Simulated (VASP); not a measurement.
VASP input:

KPOINTS:
```
Automatic mesh
0
Gamma
9 9 5
0 0 0
```

INCAR:
```
SYSTEM = Gd
PREC = Accurate
ENCUT = 400
EDIFF = 1E-6
NELM = 100
ALGO = Normal
LREAL = .FALSE.
LASPH = .TRUE.
ISMEAR = 1
SIGMA = 0.1
GGA = PE
LMAXMIX = 6
LWAVE = .FALSE.
LCHARG = .FALSE.
ISIF = 2
```

POSCAR:
```
Gd
1
    1.8513000000     3.2065450000     0.0000000000
    1.8513000000    -3.2065450000     0.0000000000
    0.0000000000     0.0000000000     5.8956000000
Gd
2
Direct
  0.6666670000   0.3333330000   0.2500000000
  0.3333330000   0.6666670000   0.7500000000
```

POTCAR, in this order: Gd_3 (PBE.64 set). Program: vasp_std.

Question: What happens when VASP runs on this input?

Answer: There is a fault: the lattice vectors form a left-handed set. VASP stops with an error: ERROR: the triple product of the basis vectors is negative exchange two basis vectors ----> I REFUSE TO CONTINUE WITH THIS SICK JOB ... BYE!!! <----

### standard output
```
 -----------------------------------------------------------------------------
|                                                                             |
|     EEEEEEE  RRRRRR   RRRRRR   OOOOOOO  RRRRRR      ###     ###     ###     |
|     E        R     R  R     R  O     O  R     R     ###     ###     ###     |
|     E        R     R  R     R  O     O  R     R     ###     ###     ###     |
|     EEEEE    RRRRRR   RRRRRR   O     O  RRRRRR       #       #       #      |
|     E        R   R    R   R    O     O  R   R                               |
|     E        R    R   R    R   O     O  R    R      ###     ###     ###     |
|     EEEEEEE  R     R  R     R  OOOOOOO  R     R     ###     ###     ###     |
|                                                                             |
|     ERROR: the triple product of the basis vectors is negative exchange     |
|     two basis vectors                                                       |
|                                                                             |
|       ---->  I REFUSE TO CONTINUE WITH THIS SICK JOB ... BYE!!! <----       |
|                                                                             |
 -----------------------------------------------------------------------------
```

To mend it, correct POSCAR.
### POSCAR
```
Gd
1
    1.8513000000    -3.2065450000     0.0000000000
    1.8513000000     3.2065450000     0.0000000000
    0.0000000000     0.0000000000     5.8956000000
Gd
2
Direct
  0.3333330000   0.6666670000   0.2500000000
  0.6666670000   0.3333330000   0.7500000000
```
The mended run (PBE GGA, plane waves, VASP's PBE PAW potentials (set 64)) converges, and its OSZICAR ends with
```
   1 F= -.91366176E+01 E0= -.91380531E+01  d E =0.430651E-02
```

The compound is Gd in the hcp structure. The cell was not relaxed at this level. The 4f electrons are frozen in the core of the lanthanide potential, so 4f levels, which can set the real gap, and their magnetism are missing.
